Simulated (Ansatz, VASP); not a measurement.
**ZrTeSe (1T-ZrSeTe monolayer) in two plane-wave programs**

Aim: how closely do two programs agree when they are given the same cell, functional and k mesh? The structure shown is the end of the Ansatz relaxation below.

Method: plane waves, with VASP 6.6.1 beside it; single point at LDA, in Ansatz 0.2.0.

## 1. The structure

The cell holds 3 atoms: 1 Te, 1 Zr and 1 Se. Cell: a = 3.771 Å, b = 3.771 Å, c = 31.044 Å, α = 90.0°, β = 90.0°, γ = 120.0°. Vacuum lies along c. The height across the vacuum is the one that the program set for its solve, not the one typed.

## 2. Ansatz: relaxation, LDA

Ansatz runs on its default PAW (the set named soft_2) files.

This run makes the geometry at which the two programs are then compared.

input.yaml

```yaml
crystal:
  lattice:
    - [3.885, 0.0, 0.0]
    - [-1.9425, 3.3645086937, 0.0]
    - [0.0, 0.0, 21.621984967]
  atoms:
    - { symbol: Te, position: [0.6666666667, 0.3333333333, 0.4162430052] }
    - { symbol: Zr, position: [0.0, 0.0, 0.5066309556] }
    - { symbol: Se, position: [0.3333333333, 0.6666666667, 0.5837569948] }
  periodic: [true, true, false]
kpoints:
  mp_grid: { grid: [12, 12, 1] }
hamiltonian:
  xc: lda
scf:
  occupations: { method: fermi_dirac, width: 0.05 }
  convergence: { dr2_threshold: 1.0e-09 }
relax:
  f_tol: 0.004
  max_steps: 90
  cell: {}
output:
  write_potential: true
  write_density: true
  volumetric_format: npy
```

Run with:

```sh
ansatz run input.yaml --threads 2 --pin off --max-ram 3072MiB --backend cpu --events-out ev --progress --plain --runs-dir out
```

Numbers of over 12 decimals in the logs are rounded to 6 here.

The log of the run:

```text
Warning: crystal.periodic: the lattice vector that does not repeat stood 0.000° off the slab's normal, 21.622 Å along it as the deck builds it. The run solves the slab on a vector along the normal, 31.044 Å long, with every atom where it was (on the deck's vector they left 18.00 Å outside them, and the widest stretch free of ions among them is 1.95 Å). A fractional position that the run reports is one of the run's ce [...]
Warning: relax.cell: scf.convergence.dr2_threshold = 1e-9 eV is looser than the 1.61674103538e-10 eV advised for a relaxation that steers and ends on the stress (1e-10 eV for each atom of the cell: 3, times the square of relax.cell.stress_2d_tol = 0.05 N/m over 13.6 Å (the atoms' height at the walk's start and 5 Å past either face), 3.671e-2 GPa, over a crystal's default 0.05). What an SCF threshold leaves in a stress goes as its square root, and in the free energy as the threshold itself, and one threshold admits the most on a small cell: [figures from the program's tests cut] Set scf.convergence.dr2_threshold to 1.61674103538e-10 eV or tighter. [rest of the remark cut]
crystal.periodic: the lattice vector that does not repeat stood 0.000° off the slab's normal, 21.622 Å along it as the deck builds it. The run solves the slab on a vector along the normal, 31.044 Å long, with every atom where it was (on the deck's vector they left 18.00 Å outside them, and the widest stretch free of ions among them is 1.95 Å). A fractional position that the run reports is one of the run's cell, which [...]
Engine: ansatz 0.2.0, aarch64-unknown-linux-gnu
Pseudopotentials: kind: paw
Pseudopotential: Te, paw, valence charge 16, recommended cutoff 420 eV (normal), Te.paw.azcp
Pseudopotential: Zr, paw, valence charge 12, recommended cutoff 420 eV (normal), Zr.paw.azcp
Pseudopotential: Se, paw, valence charge 16, recommended cutoff 420 eV (normal), Se.paw.azcp
Functional definition: SPW92
  exchange = slater_x
  correlation = pw_c
Crystal: 3 atoms, lattice volume = 405.779 Å³
Basis set: ecut = 420 eV, 8011 PW (Γ)
Bands: 27, of which v1, the nominal top of the filled ones, is band 22 counted from 1 (21 counted from 0)
Symmetry: 6 space group operations
Space group: P3m1 (ITA 156), of the structure as read, at distance tolerance 7.4e-5 Å
k-points: 19 of 144 (time reversal used)
Non-local potential: Te, projectors of the file, l = 0: 2, l = 1: 2, l = 2: 2, l = 3: 2
Non-local potential: Zr, projectors of the file, l = 0: 3, l = 1: 2, l = 2: 2, l = 3: 2
[...]
preconditioner: auto → LDOS  [metal: Δε(μ)=0.028 eV  Ē_g=7.539 eV  σ=0.050 eV  W_gap=0.14  n_scr=18 (ndim 8)  ℏωp=7.6 eV  f_vac=0.765  D(μ)=1.11/eV (n_scr^D=6)  β→1.0]
SCF iter   2: F=—  HF=-16291.090007 eV  |F-HF|=—  |Δ(HF+E_count)|=   2.43e-6  Δρ=4.88e-5  dr2=8.26e-5  ethr=1.62e-7  ⟨swp⟩=3.0  Hψ=896  notcnv=0
SCF iter   3: F=—  HF=-16291.090001 eV  |F-HF|=—  |Δ(HF+E_count)|=   6.42e-6  Δρ=1.18e-5  dr2=4.40e-6  ethr=1.62e-7  ⟨swp⟩=2.5  Hψ=665  notcnv=0
SCF iter   4: F=—  HF=-16291.090085 eV  |F-HF|=—  |Δ(HF+E_count)|=   8.35e-5  Δρ=2.96e-6  dr2=4.98e-8  ethr=1.00e-8  ⟨swp⟩=2.9  Hψ=740  notcnv=0
SCF iter   5: F=—  HF=-16291.090085 eV  |F-HF|=—  |Δ(HF+E_count)|=   2.66e-8  Δρ=7.58e-7  dr2=2.60e-9  ethr=1.13e-10  ⟨swp⟩=3.7  Hψ=1057  notcnv=0
SCF iter   6: F=-16291.090085 eV  HF=-16291.090085 eV  |F-HF|=2.15e-10  |Δ(HF+E_count)|=   7.71e-9  Δρ=2.96e-7  dr2=5.15e-10  ethr=2.27e-12  ⟨swp⟩=11.9  Hψ=3738  notcnv=0
SCF 6 converged in 6 iterations: F = -16291.090085 eV  dr2 = 5.15e-10
relax step   6: F+E_penalty+E_count = -16291.09008463 eV  Δ(F+E_penalty+E_count) = -6.491e-5 eV  max|allowed force component| = 1.590e-3 eV/Å  Δτ_max = 0.0028 Å  P = +0.004 N/m  Ω = 382.214 Å³  energy of the carried Pulay correction = +8.948e-4 eV  fix = [c, alpha, beta]  reactions: c +0.000 N/m  (6 SCF iters, accepted)
Initial wavefunctions: pseudopotential atomic-orbital guess (no wavefunctions were taken with the density)
iter 1 solved again at ethr=5.46e-7 eV; its pass at ethr=3.10e-3 eV (dr2=2.40e-4 eV) is discarded
SCF iter   1: F=—  HF=-16291.089142 eV  |F-HF|=—  |Δ(HF+E_count)|=         —  Δρ=2.73e-5  dr2=3.92e-7  ethr=5.46e-7  ⟨swp⟩=5.7  Hψ=5197  notcnv=0
eigensolver tolerance schedule: the retry pair's looser diagonalisation over-reported the residual by 611.61 of it (diagonalisation noise at 0.12 of the residual, at the tolerance the schedule requests for it); recorded, not acted on — ethr = c·dr2/N_el stays at c = 1.0e-1
preconditioner: auto → LDOS  [metal: Δε(μ)=0.027 eV  Ē_g=7.540 eV  σ=0.050 eV  W_gap=0.13  n_scr=18 (ndim 8)  ℏωp=7.6 eV  f_vac=0.765  D(μ)=1.11/eV (n_scr^D=6)  β→1.0]
SCF iter   2: F=—  HF=-16291.089223 eV  |F-HF|=—  |Δ(HF+E_count)|=   8.09e-5  Δρ=6.57e-6  dr2=1.93e-7  ethr=8.91e-10  ⟨swp⟩=4.3  Hψ=1321  notcnv=0
SCF iter   3: F=—  HF=-16291.089223 eV  |F-HF|=—  |Δ(HF+E_count)|=   2.21e-7  Δρ=2.54e-6  dr2=4.48e-8  ethr=4.40e-10  ⟨swp⟩=2.9  Hψ=1042  notcnv=0
SCF iter   4: F=—  HF=-16291.089223 eV  |F-HF|=—  |Δ(HF+E_count)|=   1.45e-8  Δρ=4.60e-7  dr2=7.51e-10  ethr=2.27e-12  ⟨swp⟩=15.7  Hψ=5107  notcnv=0
SCF iter   5: F=-16291.089223 eV  HF=-16291.089223 eV  |F-HF|=2.44e-10  |Δ(HF+E_count)|=  4.40e-10  Δρ=1.11e-7  dr2=2.27e-10  ethr=1.71e-12  ⟨swp⟩=9.8  Hψ=2910  notcnv=0
SCF 7 converged in 5 iterations: F = -16291.089223 eV  dr2 = 2.27e-10
relax step   7: F+E_penalty+E_count = -16291.08922301 eV  Δ(F+E_penalty+E_count) = +8.616e-4 eV  max|allowed force component| = 1.662e-3 eV/Å  Δτ_max = 0.0000 Å  P = +0.001 N/m  Ω = 382.214 Å³  fix = [c, alpha, beta]  reactions: c +0.000 N/m  stress off target by 9.91e-4 N/m on what of the cell is left free  SCF on the basis re-selected at this cell (its energy is not comparable with the rows above)  (5 SCF iters)
basis re-selected at this cell: Δ(F+E_penalty+E_count) = +8.616e-4 eV, ΔP = -0.003 N/m vs the last step (what re-selecting the basis moved, of the pressure what is left beyond the Pulay correction that the steps carried, after the strain that the cell walked since its last selection, with what the two solves' SCF thresholds leave and, on support functions, any second-order correction that the steps lacked; it is no m [...]
WARN: The output density's exchange-correlation potential varies sharply where the density is thin. Do not read a vacuum level from v_tot or v_xc, or from such a field of the output density. On a cell that repeats whose density bears no net charge and no dipole along the vacuum's axis use v_es (v_loc + v_h of the components); under efield.dipole_correction with no amplitude use v_es + v_field, which holds any externa [...]
SCF converged after 5 iterations
Free energy (F): -16291.089223 eV
Harris-Foulkes:  -16291.089223 eV  (|F-HF|=2.44e-10)
Internal energy: -16291.081011 eV  (E = F + TS)
E sigma→0 (E₀):  -16291.085117 eV
Entropy (-TS):   -0.008212 eV (-2.737 meV/atom)
Fermi energy:    -5.122053 eV
--- Per-component energies (eV) ---
  E_band       = -1406.933520
  E_kinetic    = 636.380994
  E_local      = -89830.622337  (includes V_loc(G=0)·N_el)
  E_nonlocal   = -810.907865
  E_hartree    = 44622.836498
  E_xc         = -389.116628
  E_vxc        = -395.498247  (∫ρ·V_xc dr)
  E_paw        = -9185.797330  (= ΣΔE_a)
  E_vpaw       = -251.959721  (= ΣTr[D̂ρ^β])
  E_aug_tail   = -0.000750  (compensation charges beyond the density's cutoff)
  E_ewald      = 38662.879984
  E_core_change = 3.266424  (= ΣΔE_core)
  E_smearing   = -0.008212  (= −TS)
  E_closure    = 0.000000  (closes the sum)
  Σ components = -16291.089223   (vs F -16291.089223, Δ=0.00e0)
--- Forces (eV/Å), atoms counted from 1 ---
  atom   1  Te     0.00000000     0.00000000    -0.00016714
  atom   2  Zr    -0.00000000    -0.00000000    -0.00159619
  atom   3  Se    -0.00000000    -0.00000000     0.00161066
  max |Σ_I F_I| component: 1.53e-4 eV/Å
--- 2D stress c σ (N/m, compression-positive) ---
        0.000991      -0.000000       0.000000
       -0.000000       0.000991      -0.000000
        0.000000      -0.000000       0.000000
  P = ½ c Tr σ = 0.0010 N/m
--- Band table (eV; the first three rows and the last of 19) ---
  k-point 0: bands = [... 18 lower, -7.8485, -6.8758, -4.6471, -4.6471, -4.3684, -4.3684, -3.9758, -1.1834, ... 1 higher]
  k-point 1: bands = [... 18 lower, -7.8236, -6.6562, -5.4654, -5.0984, -4.2674, -3.9062, -3.6980, -1.4430, ... 1 higher]
  k-point 2: bands = [... 18 lower, -7.7729, -6.7638, -6.2754, -5.5580, -4.4467, -3.4342, -3.4034, -1.9033, ... 1 higher]
  k-point 18: bands = [... 18 lower, -8.8566, -7.7008, -7.6638, -7.3495, -3.4984, -3.2731, -3.2255, -1.3487, ... 1 higher]
  the weakly bound empty levels are not read free of the cell's end (no_gap_told)
--- Relaxed structure (6 steps of the walk, 6 accepted, 1 SCFs on fresh bases) ---
  F+E_penalty+E_count = -16291.08922301 eV   max|allowed force component| = 1.662e-3 eV/Å   (the final SCF, on the basis selected at the relaxed cell)
  cell:  # Å, volume = 382.2137 Å³
    - [3.770502, 0.0, 0]
    - [-1.885251, 3.265350, 0]
    - [0, 0, 31.043970]
  atoms:
    - { symbol: Te, position: [0.666667, 0.333333, 0.293332] }
    - { symbol: Zr, position: [7.543545929392872e-19, 0, 0.354142] }
    - { symbol: Se, position: [0.333333, 0.666667, 0.401888] }
```

In the SCF lines HF is the Harris–Foulkes energy and dr2 the Hartree energy of the density residual, in eV; the loop may stop once dr2 is under the threshold and the program's other checks hold. Hψ counts applications of the Hamiltonian.

## 3. VASP: single point, LDA

The same cell, functional (in two slightly different forms), mesh and smearing now go to VASP, with its own data sets.

Lines of VASP's logs that name or quote its potential files are left out, and so is its time.

INCAR

```
SYSTEM = ZrTeSe
PREC = Accurate
ENCUT = 400
EDIFF = 1E-06
NELM = 120
ISMEAR = -1
SIGMA = 0.05
LREAL = .FALSE.
ALGO = Normal
GGA = CA
NBANDS = 18
LASPH = .TRUE.
LORBIT = 11
LWAVE = .FALSE.
LCHARG = .FALSE.
ISIF = 2
LDIPOL = .TRUE.
IDIPOL = 3
DIPOL = 0.5 0.5 0.35
LVHAR = .TRUE.
GGA_COMPAT = .FALSE.
NELMDL = -8
```

POSCAR

```
ZrTeSe
1.0
    3.7705018219      0.0000000000      0.0000000000
   -1.8852509109      3.2653503628      0.0000000000
    0.0000000000      0.0000000000     31.0439699298
Te Zr Se
1 1 1
Direct
    0.6666666667      0.3333333333      0.2933322842
    0.0000000000      0.0000000000      0.3541416446
    0.3333333333      0.6666666667      0.4018877329
```

KPOINTS

```
Automatic mesh
0
Gamma
12 12 1
0 0 0
```

Potentials, in the order of the species: Te, Zr_sv and Se (LDA family, release 64).

Run with:

```sh
mpirun -np 1 vasp_std
```

The log of the run:

```text
[banner, memory and clock lines left out]
running    1 mpi-ranks, on    1 nodes
 distrk:  each k-point on    1 cores,    1 groups
 distr:  one band on    1 cores,    1 groups

 POSCAR found type information on POSCAR TeZrSe
 POSCAR found :  3 types and       3 ions
 LDA part: xc-table for (Slater(with rela. corr.)+CA(PZ))
 , standard interpolation
 POSCAR, INCAR and KPOINTS ok, starting setup
 FFT: planning ... GRIDC
 FFT: planning ... GRID_SOFT
 FFT: planning ... GRID
 WAVECAR not read
 entering main loop
       N       E                     dE             d eps       ncg     rms          rms(c)
DAV:   1     0.124324747402E+03    0.12432E+03   -0.89831E+03   948   0.776E+02
DAV:   2    -0.616488673408E+01   -0.13049E+03   -0.12835E+03   930   0.184E+02
DAV:   3    -0.211566660914E+02   -0.14992E+02   -0.14950E+02  1284   0.542E+01
DAV:   4    -0.216275594621E+02   -0.47089E+00   -0.47003E+00   998   0.887E+00
DAV:   5    -0.216408169744E+02   -0.13258E-01   -0.13249E-01  1102   0.158E+00
DAV:   6    -0.216410532216E+02   -0.23625E-03   -0.23620E-03   976   0.214E-01
DAV:   7    -0.216410619985E+02   -0.87769E-05   -0.87763E-05  1104   0.347E-02
DAV:   8    -0.216410622311E+02   -0.23266E-06   -0.23287E-06   896   0.557E-03    0.140E+01
DAV:   9    -0.205510351435E+02    0.10900E+01   -0.48408E+00   762   0.111E+01    0.636E+00
DAV:  10    -0.204541989658E+02    0.96836E-01   -0.12241E+00   898   0.479E+00    0.245E+00
DAV:  11    -0.204150746852E+02    0.39124E-01   -0.28649E-01   940   0.244E+00    0.845E-01
DAV:  12    -0.204132608487E+02    0.18138E-02   -0.15637E-02   892   0.765E-01    0.287E-01
DAV:  13    -0.204123229562E+02    0.93789E-03   -0.31650E-03   990   0.382E-01    0.114E-01
DAV:  14    -0.204123409576E+02   -0.18001E-04   -0.68446E-04   960   0.145E-01    0.659E-02
[...]
DAV:  20    -0.204136740683E+02   -0.11400E-03   -0.53361E-06   852   0.688E-03    0.252E-03
DAV:  21    -0.204137039310E+02   -0.29863E-04   -0.12461E-06   828   0.349E-03    0.165E-03
DAV:  22    -0.204137229623E+02   -0.19031E-04   -0.54594E-07   708   0.223E-03    0.113E-03
DAV:  23    -0.204137273496E+02   -0.43873E-05   -0.20174E-07   748   0.120E-03    0.570E-04
DAV:  24    -0.204137327759E+02   -0.54263E-05   -0.18497E-07   656   0.109E-03    0.343E-04
DAV:  25    -0.204137341863E+02   -0.14104E-05   -0.26791E-08   676   0.456E-04    0.134E-04
DAV:  26    -0.204137359547E+02   -0.17683E-05   -0.38139E-08   654   0.512E-04    0.195E-04
DAV:  27    -0.204137362542E+02   -0.29957E-06   -0.25659E-09   586   0.211E-04
   1 F= -.20413736E+02 E0= -.20409626E+02  d E =-.822135E-02
```

From OUTCAR (step 3):

```text
ion  position               nearest neighbor table
   1  0.667  0.333  0.293-   2 2.88   2 2.88   2 2.88
   2  0.000  0.000  0.354-   3 2.63   3 2.63   3 2.63   1 2.88   1 2.88   1 2.88
   3  0.333  0.667  0.402-   2 2.63   2 2.63   2 2.63

  LATTYP: Found a hexagonal cell.
 ALAT       =     3.7705018219
 C/A-ratio  =     8.2333788435

 Subroutine GETGRP returns: Found  6 space group operations
 (whereof  6 operations were pure point group operations)

The static configuration has the point symmetry C_3v.

 Found     19 irreducible k-points:

   k-points           NKPTS =     19   k-points in BZ     NKDIM =     19   number of bands    NBANDS=     18

   dimension x,y,z NGX =    28 NGY =   28 NGZ =  210
   dimension x,y,z NGXF=    56 NGYF=   56 NGZF=  420

   ENCUT  =  400.0 eV  29.40 Ry    5.42 a.u.   6.15  6.15 50.62*2*pi/ulx,y,z

   NELECT =      24.0000    total number of electrons

 k-points in reciprocal lattice and weights: Automatic mesh
   0.00000000  0.00000000  0.00000000       0.007
   0.08333333 -0.00000000  0.00000000       0.042
   0.16666667  0.00000000  0.00000000       0.042
   0.25000000 -0.00000000  0.00000000       0.042
   0.33333333  0.00000000  0.00000000       0.042
   0.41666667 -0.00000000  0.00000000       0.042
   0.50000000 -0.00000000  0.00000000       0.021
   0.08333333  0.08333333  0.00000000       0.042
   0.16666667  0.08333333  0.00000000       0.083
[...]
0.33333333  0.25000000  0.00000000       0.083
   0.33333333  0.33333333  0.00000000       0.014

 dipolmoment           0.000000      0.000000      0.001015 electrons x Angstroem

 average (electrostatic) potential at core
       1 -97.4358       2 -86.8480       3 -67.0513

 E-fermi :  -2.7967

 k-point     1 :       0.0000    0.0000    0.0000
  band No.  band energies     occupation
    ...
      6     -14.2087      2.00000
      7      -7.3522      2.00000
      8      -5.5249      2.00000
      9      -5.5249      2.00000
     10      -4.5439      2.00000
     11      -2.3140      0.00013
     12      -2.3140      0.00013
     13      -2.0491      0.00000
     14      -2.0491      0.00000
     15      -1.6503      0.00000
    ...

 k-point     2 :       0.0833   -0.0000    0.0000
  band No.  band energies     occupation
    ...
      8      -5.8010      2.00000
      9      -5.4996      2.00000
     10      -4.3237      2.00000
     11      -3.1359      1.99774
     12      -2.7717      0.75521
     13      -1.9440      0.00000
     14      -1.5803      0.00000
     15      -1.3719      0.00000
     16       0.8919      0.00000
     17       1.3785      0.00000
    ...

 k-point     3 :       0.1667    0.0000    0.0000
  band No.  band energies     occupation
    ...
      8      -6.2403      2.00000
      9      -5.4481      2.00000
     10      -4.4356      2.00000
     11      -3.9394      2.00000
     12      -3.2326      1.99967
     13      -2.1229      0.00000
     14      -1.1066      0.00000
     15      -1.0760      0.00000
     16       0.4280      0.00000
     17       1.2750      0.00000
    ...

  Total        0.0661725      0.0661725      0.1020000      0.0000000      0.0000000      0.0000000
  in kB        0.2773842      0.2773842      0.4275675      0.0000000      0.0000000      0.0000000
  external PRESSURE =       0.3274453 kB  Pullay stress =       0.0000000 kB

  energy-cutoff  :      400.00
  volume of cell :      382.21
      direct lattice vectors                 reciprocal lattice vectors
     3.770501822  0.000000000  0.000000000     0.265216687  0.153122925  0.000000000
    -1.885250911  3.265350363  0.000000000     0.000000000  0.306245851  0.000000000
     0.000000000  0.000000000 31.043969930     0.000000000  0.000000000  0.032212375

 POSITION                                       TOTAL-FORCE (eV/Angst)
 -----------------------------------------------------------------------------------
      1.88525      1.08845      9.10620         0.000000     -0.000000     -0.044118
      0.00000      0.00000     10.99396        -0.000000      0.000000      0.003187
     -0.00000      2.17690     12.47619        -0.000000      0.000000      0.040931
 -----------------------------------------------------------------------------------
    total drift:                               -0.000000      0.000000      0.000341

  FREE ENERGIE OF THE ION-ELECTRON SYSTEM (eV)
  ---------------------------------------------------
  free  energy   TOTEN  =       -20.4137362542 eV

  energy  without entropy=      -20.4055149064  energy(sigma->0) =      -20.40962558

 vacuum level on the upper side and lower side of the slab         2.347         2.332

 total charge
# of ion       s       p       d       tot
------------------------------------------
    1        1.387   2.035   0.036   3.458
    2        2.174   6.003   1.580   9.756
    3        1.466   2.419   0.032   3.917
--------------------------------------------------
tot          5.027  10.456   1.648  17.131

[... 3 further parts left out ...]
```

## 4. Comparison

Known differences besides the potentials themselves: the two LDA forms differ slightly; Ansatz cuts the interaction across the vacuum, VASP repeats the sheet with a dipole correction; the data sets hold 44 valence electrons in Ansatz (on its default PAW (the set named soft_2) files) and 24 in VASP; the cutoff is 420 eV in Ansatz and 400 eV in VASP; VASP's log shows a relativistic correction to its local exchange, Ansatz's none. Total energies have different zeros and are not compared.

Forces (eV/Å; atoms numbered as in POSCAR):

| atom | Ansatz x, y, z | VASP x, y, z |
| --- | --- | --- |
| Te1 | 0.000, 0.000, 0.000 | 0.000, 0.000, -0.044 |
| Zr2 | 0.000, 0.000, -0.002 | 0.000, 0.000, 0.003 |
| Se3 | 0.000, 0.000, 0.002 | 0.000, 0.000, 0.041 |

The forces differ by 20 meV/Å r.m.s., where the r.m.s. force is 0.001 eV/Å in Ansatz and 0.020 eV/Å in VASP: the atoms lie near their places of rest in Ansatz, so a percentage would say little (all taken over all components). With vacuum in the cell, a pressure given here is an average over mostly empty space and none of the material.

## 5. Outcome

```
r.m.s. force difference (single point, LDA) : 20 meV/Å
```

What this shows: The r.m.s. force difference is 20 meV/Å (single point, LDA), beyond the 12 meV/Å picked in this series as the mark of a large difference. The data sets hold unlike numbers of valence electrons (44 in Ansatz and 24 in VASP), so part of the differences comes from the potentials. What causes the difference of the single point, LDA pair stays open here. How closely two codes agree says nothing of how well the functional describes the real material.

[Lines on the potential files, build, host, timing and source positions are cut from VASP's logs without a mark.]

[Logs are printed without paths, hosts, clocks, repeated set-up lines and the standing remarks that a program may print on its own settings, such as how far it seeks lower states.]

[Hosts, paths, dates, database ids (printed as entryN), source tags and the programs' standing remarks are cut or masked in the printed files.]
